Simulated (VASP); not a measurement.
Given:

```xyz
6
Lattice="4.3832 0.0000 0.0000 0.0000 4.3832 0.0000 0.0000 0.0000 3.0514" Properties=species:S:1:pos:R:3 pbc="T T T"
Zn     0.0000     0.0000     0.0000
Zn     2.1916     2.1916     1.5257
F      1.3290     1.3290     0.0000
F      3.5206     0.8626     1.5257
F      0.8626     3.5206     1.5257
F      3.0542     3.0542     0.0000
```

Method: PBEsol GGA, VASP's PBE PAW potentials (set 64) (plane waves; VASP 6.6.1). Run with 620 eV cut-off, 5×5×7 Γ-centred mesh, Gaussian smearing of 0.050 eV, potentials Zn F.

Energy and stress use the plane-wave basis of the starting cell.

Problem. The ions, cell shape and volume at an external pressure of 45.0 GPa are relaxed. Give the cell that the relaxation ends in.

Solution. 
```xyz
6
Lattice="4.2753 0.0000 0.0000 0.0000 4.2753 0.0000 0.0000 0.0000 3.0310" Properties=species:S:1:pos:R:3 pbc="T T T"
Zn     0.0000     0.0000     0.0000
Zn     2.1376     2.1376     1.5155
F      1.3014     1.3014     0.0000
F      3.4391     0.8362     1.5155
F      0.8362     3.4391     1.5155
F      2.9739     2.9739     0.0000
```
Space group P4_2/mnm (136), at a tolerance of 0.03 Å.

Problem. How do energy and volume change from the first to the last step?

Solution. The energy (σ→0) changes by +124.1 meV/atom and the volume by -5.5 %, in 11 ionic steps.

```tsv
step	E(σ→0) (eV)	max force (eV/Å)	pressure (GPa)	volume (Å³)
1	-23.7953	0.005	29.84	58.62
2	-21.4767	0.085	74.14	51.12
3	-23.0811	0.025	44.72	55.52
4	-23.0641	0.026	44.93	55.46
5	-23.0466	0.026	45.27	55.40
6	-23.0405	0.049	45.33	55.37
7	-23.0354	0.100	45.42	55.35
8	-23.0711	0.073	44.56	55.48
9	-23.0913	0.058	44.14	55.55
10	-23.0657	0.012	44.66	55.45
11	-23.0510	0.014	44.82	55.40
```

The compound is ZnF2 in the rutile structure. This run relaxes it under an external pressure of 45 GPa. Symmetry was kept, so distortions that lower it aren't found.
